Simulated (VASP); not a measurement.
Computed with PBEsol GGA, VASP's PBE PAW potentials (set 64) (plane waves; VASP 6.6.1).

The input files of a VASP run:

INCAR:
```
! general
SYSTEM =PbS
PREC   =Accurate
ENCUT  =500
LREAL  =.False.   ! projection in real space or not
LASPH  =.True.   ! aspherical one-centre terms

! electronic loop
EDIFF  =1E-6
NELM   =100
ALGO   =Normal   ! blocked Davidson
LMAXMIX=4   ! l cut-off of mixed one-centre charges

! smearing
ISMEAR =0   ! Gaussian
SIGMA  =0.05   ! width (eV)

! functional
GGA    =PS   ! PBEsol

! ions
IBRION =2   ! conjugate gradients
NSW    =40
ISIF   =3   ! ions, shape and volume
EDIFFG =-0.02
PSTRESS=50   ! kbar

! output
LWAVE  =.False.
LCHARG =.False.
```

**KPOINTS**
```
kpoints
0
Gamma
8 8 8
```

File POSCAR:
```
PbS
1
    0.0000000000     2.9499783819     2.9499783819
    2.9499783819     0.0000000000     2.9499783819
    2.9499783819     2.9499783819     0.0000000000
Pb S
1 1
Direct
  0.0000000000   0.0000000000   0.0000000000
  0.5000000000   0.5000000000   0.5000000000
```

POTCAR, in this order: Pb_d S (PBE.64 set). Program: vasp_std.

**Question.** What will the output report for the number of irreducible k-points (NKPTS), largest plane-wave count, number of space-group operations, FFT grid (NGX, NGY, NGZ)?

**Answer.** 
* **number of irreducible k-points (NKPTS)**: 29
* **largest plane-wave count**: 1323
* **number of space-group operations**: 48
* **FFT grid (NGX, NGY, NGZ)**: 30 × 30 × 30

The compound is PbS in the rock salt structure. This run relaxes it under an external pressure of 5 GPa. Symmetry was kept, so distortions that lower it aren't found.
